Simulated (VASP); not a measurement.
Consider the following.

```
CELL_PARAMETERS angstrom
      0.00000     2.82466     2.82466
      2.82466     0.00000     2.82466
      2.82466     2.82466     0.00000
ATOMIC_POSITIONS crystal
  Mg 0.00000 0.00000 0.00000
  S  0.25000 0.25000 0.25000
```

Calculation: PBEsol GGA, VASP's PBE PAW potentials (set 64) (plane waves; VASP). Settings: 400 eV cut-off, Gaussian smearing of 0.050 eV, potentials Mg S.

**Question.** Give the energies of bands 2 to 7 at the high-symmetry points, in eV from the valence-band maximum.

**Answer.** 
```json
[
 {"band": "2", "Γ": "0.00", "X": "-2.87", "U": "-2.53", "L": "-3.21", "W": "-2.33"},
 {"band": "3", "Γ": "0.00", "X": "-1.06", "U": "-1.93", "L": "-0.33", "W": "-1.89"},
 {"band": "4", "Γ": "0.00", "X": "-1.06", "U": "-0.83", "L": "-0.33", "W": "-1.37"},
 {"band": "5", "Γ": "3.33", "X": "3.70", "U": "4.68", "L": "5.02", "W": "5.39"},
 {"band": "6", "Γ": "7.89", "X": "5.55", "U": "6.90", "L": "7.55", "W": "7.92"},
 {"band": "7", "Γ": "7.89", "X": "11.09", "U": "9.53", "L": "7.55", "W": "8.08"}
]
```

The gap is direct, 3.33 eV, from the valence maximum at Γ to the conduction minimum at Γ.

The structure was generated: MgS was put into the zinc blende type (F-43m), which need not be its known phase. It was relaxed first.
